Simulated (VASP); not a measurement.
An input for Ansatz (written as the equivalent of a VASP run, and not itself run):

Ansatz 0.2 input:
```yaml
crystal:
  lattice:
    - [-1.6500000, 1.6500000, 1.6500000]
    - [1.6500000, -1.6500000, 1.6500000]
    - [1.6500000, 1.6500000, -1.6500000]
  atoms:
    - { symbol: Ta, position: [0.0000000, 0.0000000, 0.0000000] }
kpoints:
  mp_grid: { grid: [14, 14, 14] }
hamiltonian:
  xc: r2scan
  pseudopotentials: { kind: paw }
scf:
  occupations: { method: methfessel_paxton, width: 0.1 }
  max_iter: 100
relax:
  max_steps: 60
  f_tol: 0.01
  cell: {}
output: { forces: true, stress: true, eigenvalues: true }
```

**Question.** Write the VASP files for the same calculation (r2SCAN).

**Answer.** Several could match; the one computed here: 
File POSCAR:
```
Ta
1
   -1.6500000000     1.6500000000     1.6500000000
    1.6500000000    -1.6500000000     1.6500000000
    1.6500000000     1.6500000000    -1.6500000000
Ta
1
Direct
  0.0000000000   0.0000000000   0.0000000000
```

### INCAR
```
ALGO = Normal
EDIFF = 1E-6
EDIFFG = -0.01
ENCUT = 480
IBRION = 2
ISIF = 3
ISMEAR = 1
LASPH = .TRUE.
LCHARG = .FALSE.
LMAXMIX = 6
LMIXTAU = .TRUE.
LREAL = .FALSE.
LWAVE = .FALSE.
METAGGA = R2SCAN
NELM = 100
NSW = 60
PREC = Accurate
SIGMA = 0.1
SYSTEM = Ta
```

KPOINTS:
```
Automatic mesh
0
Gamma
14 14 14
0 0 0
```

POTCAR, in this order: Ta_pv (PBE.64 set). Program: vasp_std.

What does not carry over: each code has its own PAW files, so the cut-off isn't converted (ENCUT is set for VASP's; basis.ecutwfc is left out, and Ansatz then takes the one that its files recommend); Ansatz stops its SCF on the density residual and VASP on the energy change (EDIFF).

The compound is Ta in the bcc structure. This run relaxes it. Symmetry was kept, so distortions that lower it aren't found.
